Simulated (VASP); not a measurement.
OSZICAR of a VASP run on Cd₃₁Te₃₂:

**OSZICAR**
```
       N       E                     dE             d eps       ncg     rms          rms(c)
DAV:   1     0.453801269339E+04    0.45380E+04   -0.23925E+05  1368   0.125E+03
DAV:   2     0.217067207920E+03   -0.43209E+04   -0.41402E+04  1528   0.347E+02
DAV:   3    -0.148984247407E+03   -0.36605E+03   -0.36033E+03  1528   0.100E+02
DAV:   4    -0.157795790162E+03   -0.88115E+01   -0.87752E+01  1512   0.141E+01
DAV:   5    -0.158024603975E+03   -0.22881E+00   -0.22874E+00  1552   0.214E+00    0.273E+01
RMM:   6    -0.150891280289E+03    0.71333E+01   -0.17128E+01  1360   0.651E+00    0.224E+01
RMM:   7    -0.150454010694E+03    0.43727E+00   -0.70527E+00  1360   0.278E+00    0.788E+00
RMM:   8    -0.150487404262E+03   -0.33394E-01   -0.42926E-01  1360   0.113E+00    0.258E+00
RMM:   9    -0.150481610037E+03    0.57942E-02   -0.50687E-02  1362   0.334E-01    0.151E+00
RMM:  10    -0.150479812492E+03    0.17975E-02   -0.32111E-02  1360   0.208E-01    0.613E-01
RMM:  11    -0.150479971958E+03   -0.15947E-03   -0.70013E-03  1383   0.116E-01    0.204E-01
RMM:  12    -0.150480398497E+03   -0.42654E-03   -0.13948E-03  1395   0.489E-02    0.103E-01
RMM:  13    -0.150480488227E+03   -0.89730E-04   -0.23243E-04  1106   0.228E-02    0.726E-02
RMM:  14    -0.150480552318E+03   -0.64091E-04   -0.11473E-04  1058   0.145E-02    0.361E-02
RMM:  15    -0.150480571019E+03   -0.18701E-04   -0.38503E-05   985   0.944E-03    0.189E-02
RMM:  16    -0.150480569537E+03    0.14824E-05   -0.10134E-05   830   0.474E-03
   1 F= -.15048057E+03 E0= -.15048057E+03  d E =-.150481E+03  mag=     3.0000
       N       E                     dE             d eps       ncg     rms          rms(c)
DAV:   1    -0.150502874820E+03   -0.22304E-01   -0.95398E+00  1456   0.493E+00    0.685E-01
RMM:   2    -0.150508682587E+03   -0.58078E-02   -0.70435E-02  1360   0.467E-01    0.148E-01
RMM:   3    -0.150509606769E+03   -0.92418E-03   -0.99671E-03  1361   0.179E-01    0.120E-01
RMM:   4    -0.150509664564E+03   -0.57795E-04   -0.14925E-03  1364   0.690E-02    0.970E-02
RMM:   5    -0.150509660120E+03    0.44432E-05   -0.39594E-04  1363   0.338E-02    0.373E-02
RMM:   6    -0.150509670466E+03   -0.10346E-04   -0.83405E-05  1115   0.142E-02    0.145E-02
RMM:   7    -0.150509669395E+03    0.10714E-05   -0.19010E-05   846   0.644E-03
   2 F= -.15050967E+03 E0= -.15050967E+03  d E =-.290999E-01  mag=     3.0000
       N       E                     dE             d eps       ncg     rms          rms(c)
DAV:   1    -0.150516889578E+03   -0.72191E-02   -0.20176E+01  1408   0.717E+00    0.988E-01
RMM:   2    -0.150529068173E+03   -0.12179E-01   -0.14782E-01  1360   0.679E-01    0.214E-01
RMM:   3    -0.150531005295E+03   -0.19371E-02   -0.20863E-02  1360   0.259E-01    0.175E-01
RMM:   4    -0.150531131315E+03   -0.12602E-03   -0.31602E-03  1367   0.100E-01    0.145E-01
RMM:   5    -0.150531115450E+03    0.15865E-04   -0.78309E-04  1360   0.485E-02    0.557E-02
RMM:   6    -0.150531139407E+03   -0.23957E-04   -0.17996E-04  1347   0.213E-02    0.206E-02
RMM:   7    -0.150531137093E+03    0.23138E-05   -0.42738E-05   960   0.968E-03
   3 F= -.15053114E+03 E0= -.15053114E+03  d E =-.505676E-01  mag=     3.0000
       N       E                     dE             d eps       ncg     rms          rms(c)
DAV:   1    -0.150531125416E+03    0.13991E-04   -0.27160E+00  1440   0.263E+00    0.357E-01
RMM:   2    -0.150532766629E+03   -0.16412E-02   -0.19847E-02  1360   0.248E-01    0.772E-02
RMM:   3    -0.150533025977E+03   -0.25935E-03   -0.27997E-03  1360   0.951E-02    0.665E-02
RMM:   4    -0.150533040768E+03   -0.14791E-04   -0.41865E-04  1365   0.367E-02    0.538E-02
RMM:   5    -0.150533038984E+03    0.17843E-05   -0.11384E-04  1321   0.182E-02    0.198E-02
RMM:   6    -0.150533042057E+03   -0.30729E-05   -0.23633E-05   880   0.762E-03
   4 F= -.15053304E+03 E0= -.15053304E+03  d E =-.524725E-01  mag=     3.0000
       N       E                     dE             d eps       ncg     rms          rms(c)
DAV:   1    -0.150535216773E+03   -0.21778E-02   -0.85046E-01  1408   0.148E+00    0.241E-01
RMM:   2    -0.150535947909E+03   -0.73114E-03   -0.84956E-03  1360   0.152E-01    0.554E-02
RMM:   3    -0.150536056620E+03   -0.10871E-03   -0.11432E-03  1360   0.583E-02    0.476E-02
RMM:   4    -0.150536065363E+03   -0.87433E-05   -0.17526E-04  1359   0.228E-02    0.380E-02
RMM:   5    -0.150536065459E+03   -0.95824E-07   -0.48550E-05   985   0.111E-02
   5 F= -.15053607E+03 E0= -.15053607E+03  d E =-.302340E-02  mag=     3.0000
       N       E                     dE             d eps       ncg     rms          rms(c)
DAV:   1    -0.150536924338E+03   -0.85897E-03   -0.11995E+00  1408   0.176E+00    0.284E-01
RMM:   2    -0.150537956027E+03   -0.10317E-02   -0.12055E-02  1360   0.181E-01    0.662E-02
RMM:   3    -0.150538114070E+03   -0.15804E-03   -0.16389E-03  1360   0.698E-02    0.575E-02
RMM:   4    -0.150538128459E+03   -0.14388E-04   -0.25672E-04  1367   0.274E-02    0.462E-02
RMM:   5    -0.150538128820E+03   -0.36108E-06   -0.64989E-05  1060   0.132E-02
   6 F= -.15053813E+03 E0= -.15053813E+03  d E =-.508676E-02  mag=     3.0000
       N       E                     dE             d eps       ncg     rms          rms(c)
DAV:   1    -0.150532060749E+03    0.60677E-02   -0.47960E+00  1408   0.353E+00    0.564E-01
RMM:   2    -0.150536187252E+03   -0.41265E-02   -0.48083E-02  1360   0.362E-01    0.131E-01
RMM:   3    -0.150536816296E+03   -0.62904E-03   -0.65115E-03  1360   0.139E-01    0.113E-01
RMM:   4    -0.150536877255E+03   -0.60959E-04   -0.10408E-03  1370   0.546E-02    0.929E-02
RMM:   5    -0.150536877450E+03   -0.19500E-06   -0.23004E-04  1361   0.255E-02    0.407E-02
RMM:   6    -0.150536884843E+03   -0.73928E-05   -0.63378E-05  1071   0.123E-02
   7 F= -.15053688E+03 E0= -.15053688E+03  d E =-.384279E-02  mag=     3.0000
       N       E                     dE             d eps       ncg     rms          rms(c)
DAV:   1    -0.150536197451E+03    0.68000E-03   -0.23005E+00  1408   0.244E+00    0.395E-01
RMM:   2    -0.150538168006E+03   -0.19706E-02   -0.22711E-02  1360   0.249E-01    0.889E-02
RMM:   3    -0.150538459503E+03   -0.29150E-03   -0.30391E-03  1360   0.953E-02    0.760E-02
RMM:   4    -0.150538486957E+03   -0.27454E-04   -0.48556E-04  1370   0.373E-02    0.628E-02
RMM:   5    -0.150538487711E+03   -0.75388E-06   -0.10452E-04  1253   0.173E-02    0.280E-02
RMM:   6    -0.150538492509E+03   -0.47976E-05   -0.28526E-05   935   0.830E-03
   8 F= -.15053849E+03 E0= -.15053849E+03  d E =-.545045E-02  mag=     3.0000
       N       E                     dE             d eps       ncg     rms          rms(c)
DAV:   1    -0.150539118021E+03   -0.63031E-03   -0.10128E+00  1408   0.154E+00    0.181E-01
RMM:   2    -0.150539757157E+03   -0.63914E-03   -0.73557E-03  1360   0.144E-01    0.477E-02
RMM:   3    -0.150539853258E+03   -0.96102E-04   -0.10139E-03  1360   0.552E-02    0.428E-02
RMM:   4    -0.150539860084E+03   -0.68255E-05   -0.15575E-04  1295   0.214E-02    0.356E-02
RMM:   5    -0.150539858266E+03    0.18182E-05   -0.33782E-05   942   0.983E-03
   9 F= -.15053986E+03 E0= -.15053986E+03  d E =-.136576E-02  mag=     3.0000
       N       E                     dE             d eps       ncg     rms          rms(c)
DAV:   1    -0.150540083435E+03   -0.22335E-03   -0.59706E-01  1408   0.118E+00    0.139E-01
RMM:   2    -0.150540459597E+03   -0.37616E-03   -0.44005E-03  1360   0.111E-01    0.395E-02
RMM:   3    -0.150540518997E+03   -0.59400E-04   -0.61902E-04  1360   0.430E-02    0.349E-02
RMM:   4    -0.150540523440E+03   -0.44424E-05   -0.94162E-05  1237   0.168E-02
  10 F= -.15054052E+03 E0= -.15054052E+03  d E =-.203093E-02  mag=     3.0000
```

Problem. Which electronic solver shows in the log?

Solution. It is blocked Davidson (ALGO = Normal, or the opening steps of other solvers) and then RMM-DIIS (ALGO = Fast or VeryFast). The INCAR had ALGO = Fast.

Problem. How was spin treated?

Solution. Collinear spin (ISPIN = 2): the summary line carries one mag value, 3.00 μB in the cell.

Problem. Can the final energy be trusted as converged?

Solution. The calculation finished and met its thresholds. It stopped with EDIFF = 1E-5, NELM = 100, NSW = 120 and EDIFFG = -0.03 after 10 ionic steps (PBE GGA, plane waves, VASP's PBE PAW potentials (set 64)). The cell is charged, with a uniform compensating background. The supercell is sampled at Γ alone, which is coarse: total energies, pressure and levels can be off, energies of defects by several tenths of an eV.

The cell is a supercell with a defect, built from CdTe (zinc blende): vac_Cd, charge +1. The total moment is imposed (NUPDOWN), so this need not be the lowest spin state.
